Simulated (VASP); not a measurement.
The cell holds one Cs (bcc) (110) slab, with vacuum along c, ions free to move until forces fall under 0.03 eV/Å, no reconstruction beyond this cell, dipole correction on.

```yaml
crystal:
  lattice:
    - [5.42787, 0.00000, 0.00000]
    - [-1.80929, 5.11745, 0.00000]
    - [0.00000, 0.00000, 28.70756]
  atoms:
    - { symbol: Cs, position: [0.50000, 0.50000, 0.34562] }
    - { symbol: Cs, position: [0.00000, 0.00000, 0.50000] }
    - { symbol: Cs, position: [0.50000, 0.50000, 0.65438] }
```

These are r2SCAN meta-GGA, VASP's PBE PAW potentials (set 64) (plane waves; VASP) values and carry that method's errors. Settings: 400 eV cut-off, 6×6×1 Γ-centred mesh, first-order Methfessel-Paxton smearing of 0.10 eV, potentials Cs_sv.

Slab and bulk use different k-meshes, so the surface energy is good to a few per cent at best. Unless said otherwise, spin-orbit coupling is left out, though it shifts the bands of the heavy elements here.

Q: Predict its surface energy, work function, band gap (on the k-mesh).

A: 
| Property | Value |
|---|---|
| surface energy | 0.07 J/m² |
| work function | 2.04 eV |
| band gap (on the k-mesh) | none (metal, semimetal or under 0.01 eV) |

The cell is a thin slab with vacuum, built from Cs (bcc): (110) face.
